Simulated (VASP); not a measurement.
```
KTaO3
1.0
    4.02888     0.00000     0.00000
    0.00000     4.02888     0.00000
    0.00000     0.00000     4.02888
K Ta O
1 1 3
Direct
  0.00000   0.00000   0.00000
  0.50000   0.50000   0.50000
  0.50000   0.00000   0.50000
  0.00000   0.50000   0.50000
  0.50000   0.50000   0.00000
```

Method: PBE GGA, VASP's PBE PAW potentials (set 64) (plane waves; VASP). Settings: 520 eV cut-off, 5×5×5 Γ-centred mesh, Gaussian smearing of 0.050 eV, potentials K_sv Ta_pv O.

### Question
Estimate the energy per atom (σ→0).

### Answer

- energy per atom (σ→0): -8.213 eV/atom

Total energies compare only between runs with the same potentials, cut-off and functional.

The compound is KTaO3 in the cubic perovskite structure. It was relaxed first. The start is the result of an earlier pass.
